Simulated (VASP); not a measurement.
All values below come from PBEsol GGA, VASP's PBE PAW potentials (set 64) (plane waves; VASP).

Input for VASP

File POSCAR:
```
TaAl
1.0
  2.9107703260   0.0000000000   0.0000000000
 -1.4553851630   2.5208010523   0.0000000000
  0.0000000000   0.0000000000   9.1956982725
Ta Al
2 2
Direct
  0.0000000000   1.0000000000   0.0000000000
  0.0000000000   0.0000000000   0.5000000000
  0.3333330000   0.6666670000   0.2500000000
  0.6666670000   0.3333330000   0.7500000000
```

### INCAR
```
ALGO = Normal
EDIFF = 1E-7
ENCUT = 400
GGA = PS
ISIF = 2
ISMEAR = -5
LASPH = .TRUE.
LCHARG = .TRUE.
LEFG = .TRUE.
LMAXMIX = 6
LORBIT = 11
LREAL = .FALSE.
LWAVE = .FALSE.
NEDOS = 601
NELM = 100
PREC = Accurate
SYSTEM = TaAl
```

### KPOINTS
```
Automatic mesh
0
Gamma
13 13 4
0 0 0
```

POTCAR, in this order: Ta_pv Al (PBE.64 set). Program: vasp_std.

Output

OUTCAR:
```
 ion  position               nearest neighbor table
   1  0.000  0.000  0.000-   3 2.85   4 2.85   4 2.85   3 2.85   4 2.85   3 2.85
   2  0.000  0.000  0.500-   3 2.85   4 2.85   4 2.85   3 2.85   4 2.85   3 2.85
   3  0.333  0.667  0.250-   1 2.85   2 2.85   1 2.85   2 2.85   1 2.85   2 2.85
   4  0.667  0.333  0.750-   1 2.85   2 2.85   1 2.85   2 2.85   1 2.85   2 2.85
  LATTYP: Found a hexagonal cell.
 ALAT       =     2.9107703260
 C/A-ratio  =     3.1591974779
 Subroutine PRICEL returns:
 Original cell was already a primitive cell.
 Subroutine GETGRP returns: Found 24 space group operations
The static configuration has the point symmetry D_3d.
 The point group associated with its full space group is D_6h.
The dynamic configuration has the point symmetry D_3d.
 Subroutine INISYM returns: Found 24 space group operations
 Subroutine IBZKPT returns following result:
 Found     63 irreducible k-points:

 Following reciprocal coordinates:
            Coordinates               Weight
  0.000000  0.000000  0.000000      1.000000
  0.076923 -0.000000  0.000000      6.000000
  0.153846 -0.000000  0.000000      6.000000
  0.230769 -0.000000  0.000000      6.000000
  0.307692 -0.000000  0.000000      6.000000
  0.384615 -0.000000  0.000000      6.000000
  0.461538 -0.000000  0.000000      6.000000
  0.076923  0.076923  0.000000      6.000000
  0.153846  0.076923  0.000000     12.000000
  0.230769  0.076923  0.000000     12.000000
  0.307692  0.076923  0.000000     12.000000
  0.384615  0.076923  0.000000     12.000000
  0.461538  0.076923  0.000000      6.000000
  0.153846  0.153846  0.000000      6.000000
  0.230769  0.153846  0.000000     12.000000
  0.307692  0.153846  0.000000     12.000000
  0.384615  0.153846  0.000000     12.000000
  0.230769  0.230769  0.000000      6.000000
  0.307692  0.230769  0.000000     12.000000
  0.384615  0.230769  0.000000      6.000000
...
```

OSZICAR:
```
       N       E                     dE             d eps       ncg     rms          rms(c)
DAV:   1     0.147610403501E+03    0.14761E+03   -0.13056E+04  2460   0.120E+03
DAV:   2    -0.303049617338E+02   -0.17792E+03   -0.17537E+03  2784   0.320E+02
DAV:   3    -0.353962404016E+02   -0.50913E+01   -0.49107E+01  3068   0.479E+01
DAV:   4    -0.354819890180E+02   -0.85749E-01   -0.85113E-01  2896   0.534E+00
DAV:   5    -0.354834968272E+02   -0.15078E-02   -0.14815E-02  2964   0.719E-01    0.195E+01
DAV:   6    -0.343167811201E+02    0.11667E+01   -0.29132E+00  2606   0.121E+01    0.895E+00
DAV:   7    -0.340270117486E+02    0.28977E+00   -0.69461E-01  2706   0.618E+00    0.145E+00
DAV:   8    -0.340188075857E+02    0.82042E-02   -0.36696E-02  2944   0.122E+00    0.455E-01
DAV:   9    -0.340165338675E+02    0.22737E-02   -0.36394E-03  2726   0.522E-01    0.153E-01
DAV:  10    -0.340164634186E+02    0.70449E-04   -0.24503E-04  2970   0.112E-01    0.568E-02
DAV:  11    -0.340164686376E+02   -0.52190E-05   -0.19431E-05  2748   0.306E-02    0.612E-03
DAV:  12    -0.340164671317E+02    0.15059E-05   -0.12465E-06  3114   0.772E-03    0.366E-03
DAV:  13    -0.340164672437E+02   -0.11202E-06   -0.26354E-08  1552   0.128E-03    0.112E-03
DAV:  14    -0.340164669022E+02    0.34146E-06   -0.17974E-08  1496   0.902E-04    0.557E-04
DAV:  15    -0.340164668551E+02    0.47145E-07   -0.30032E-09  1468   0.360E-04
   1 F= -.34016467E+02 E0= -.34016467E+02  d E =0.000000E+00
```

### OUTCAR
```
------------------------ aborting loop because EDIFF is reached ----------------------------------------
  FORCE on cell =-STRESS in cart. coord.  units (eV):
  Direction    XX          YY          ZZ          XY          YZ          ZX
  --------------------------------------------------------------------------------------
  Total       -0.0110975     -0.0110975      0.0078230     -0.0000000      0.0000000      0.0000000
  in kB       -0.2635156     -0.2635156      0.1857605     -0.0000000      0.0000000      0.0000000
  external PRESSURE =      -0.1137569 kB  Pullay stress =       0.0000000 kB
  volume of cell :       67.47
      direct lattice vectors                 reciprocal lattice vectors
     2.910770326  0.000000000  0.000000000     0.343551668  0.198349647  0.000000000
    -1.455385163  2.520801052  0.000000000     0.000000000  0.396699295  0.000000000
     0.000000000  0.000000000  9.195698272     0.000000000  0.000000000  0.108746500
 POSITION                                       TOTAL-FORCE (eV/Angst)
 -----------------------------------------------------------------------------------
      0.00000      0.00000      0.00000         0.000000      0.000000     -0.000000
      0.00000      0.00000      4.59785        -0.000000      0.000000     -0.000000
     -0.00000      1.68053      2.29892         0.000000     -0.000000     -0.000000
      1.45539      0.84027      6.89677        -0.000000      0.000000      0.000000
 -----------------------------------------------------------------------------------
    total drift:                               -0.000000     -0.000000      0.000000
  FREE ENERGIE OF THE ION-ELECTRON SYSTEM (eV)
  ---------------------------------------------------
  free  energy   TOTEN  =       -34.0164668551 eV

  energy  without entropy=      -34.0164668551  energy(sigma->0) =      -34.01646686

 total charge

# of ion       s       p       d       tot
------------------------------------------
    1        0.355   6.193   2.336   8.883
    2        0.355   6.193   2.336   8.883
    3        0.421   0.391   0.000   0.812
    4        0.421   0.391   0.000   0.812
--------------------------------------------------
tot          1.553  13.167   4.671  19.391

 Electric field gradients after diagonalization (V/A^2)
 (convention: |V_zz| > |V_xx| > |V_yy|)
----------------------------------------------------------------------
 ion       V_xx      V_yy      V_zz     asymmetry (V_yy - V_xx)/ V_zz
----------------------------------------------------------------------
   1    -154.933  -154.932   309.865       0.000
   2    -154.933  -154.932   309.865       0.000
   3      18.812    18.812   -37.624       0.000
   4      18.812    18.812   -37.624       0.000
```
(Selected blocks of OUTCAR.)

For a metal the tetrahedron method with Blöchl corrections gives inexact stress and forces.

The structure was generated: TaAl was put into the NiAs type type (P6_3/mmc), which need not be its known phase. It was relaxed first, which changed the volume by -44 %.
